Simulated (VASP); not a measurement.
Consider the following.

```
CELL_PARAMETERS angstrom
      2.85727     0.00000     0.00000
      0.00000     2.85727     0.00000
      0.00000     0.00000     3.55836
ATOMIC_POSITIONS crystal
  Cu 0.00000 0.00000 0.00000
  Au 0.50000 0.50000 0.50000
```

Method: TPSS meta-GGA, VASP's PBE PAW potentials (set 64) (plane waves; VASP). Numerical set-up: 520 eV cut-off, 14×14×12 Γ-centred mesh, tetrahedra with Blöchl corrections, potentials Cu Au.

Problem. Give the energies of bands 1 to 14 at the high-symmetry points, in eV from the Fermi level.

Solution. 
```tsv
band	Γ	X	M	Z	R	A
1	-9.83	-6.78	-7.20	-7.82	-7.04	-6.61
2	-6.62	-5.49	-5.84	-6.28	-6.64	-5.87
3	-6.53	-5.45	-5.83	-5.81	-4.71	-5.87
4	-4.21	-4.68	-5.83	-3.93	-4.37	-3.57
5	-4.21	-4.25	-1.94	-3.93	-3.91	-3.28
6	-3.29	-3.44	-1.89	-3.45	-2.70	-3.28
7	-2.81	-3.08	-1.83	-3.27	-2.06	-3.18
8	-2.17	-3.03	-1.80	-2.98	-1.88	-2.21
9	-1.77	-2.53	-1.40	-2.45	-1.61	-1.93
10	-1.55	-2.30	-1.40	-2.45	-1.57	-1.79
11	-1.55	-1.07	0.34	-2.31	-1.10	5.19
12	2.86	-0.48	0.34	-2.12	-1.09	5.51
13	8.99	9.99	4.69	13.89	2.63	5.51
14	9.42	10.10	6.55	14.33	4.53	5.88
```

It has no gap at this level: it comes out as a metal or semimetal.

The compound is CuAu in the L1_0 structure. It was relaxed first.
